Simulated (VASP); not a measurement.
A run of VASP 6.6.1 is set up as follows.

Contents of INCAR:

```
PREC = Accurate ; ENCUT = 520
EDIFF = 1E-7 ; ISMEAR = 0
SIGMA = 0.02 ; LREAL = False
LASPH = True ; NELM = 100
ALGO = Normal ; ISIF = 2
LWAVE = False ; LCHARG = True
GGA = PE ; LELF = True
LVHAR = True ; NBANDS = 17
```

KPOINTS

```
Automatic mesh
0
Gamma
  8 8 8
```

Contents of POSCAR:

```
CdC2
1.0
   -2.2137907383      2.2137907383      2.7181692258
    2.2137907383     -2.2137907383      2.7181692258
    2.2137907383      2.2137907383     -2.7181692258
Cd C
1 2
Direct
    0.0000000000      0.0000000000      0.0000000000
    0.6142252300      0.6142252300      0.0000000000
    0.3857747700      0.3857747700      0.0000000000
```

Potentials or basis: VASP PAW PBE potentials, release 64 (Cd, C).

Run with:

```console
$ cat potpaw_PBE.64/Cd/POTCAR potpaw_PBE.64/C/POTCAR > POTCAR
$ mpirun -np 1 vasp_std > vasp.out
```

Question: What does it give for the pressure?

Answer: 0.6 GPa.

Question: Estimate the band gap on the k mesh.

Answer: 3.71 eV, indirect (least direct gap 4.19 eV).

Stress tensor (GPa, compression positive):
```
0.06 0.00 0.00
0.00 0.06 0.00
0.00 0.00 1.67
```

Caveat: the standard files for N, O and F lose accuracy on very short bonds. Expect the measured gap to be larger: semilocal functionals such as PBE lack the derivative discontinuity.
